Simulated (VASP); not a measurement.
Energy against volume of NiAl (CsCl type). Level of theory: AM05 GGA, VASP's PBE PAW potentials (set 64) (plane waves; VASP 6.6.1). Settings: 520 eV cut-off, 13×13×13 Γ-centred mesh, first-order Methfessel-Paxton smearing of 0.10 eV, potentials Al Ni.

```
V (Å³/atom)  E (eV/atom)
-----------  -----------
11.036          -5.61651
11.388          -5.63505
11.740          -5.64027
12.093          -5.63413
```

Fit these four points and predict the energy of the run at 12.445 Å³/atom.

A cubic in V^(−2/3), the third-order Birch-Murnaghan form, passes through the four points with V0 = 11.72 Å³/atom and B0 = 173 GPa, and gives -5.6184 eV/atom there. The run gave -5.6183 eV/atom, +0.1 meV/atom from the fit; all five points give B0 = 173 GPa.

The compound is NiAl in the CsCl type structure. It was relaxed first. The run is not spin-polarised, so no magnetic state was tried.
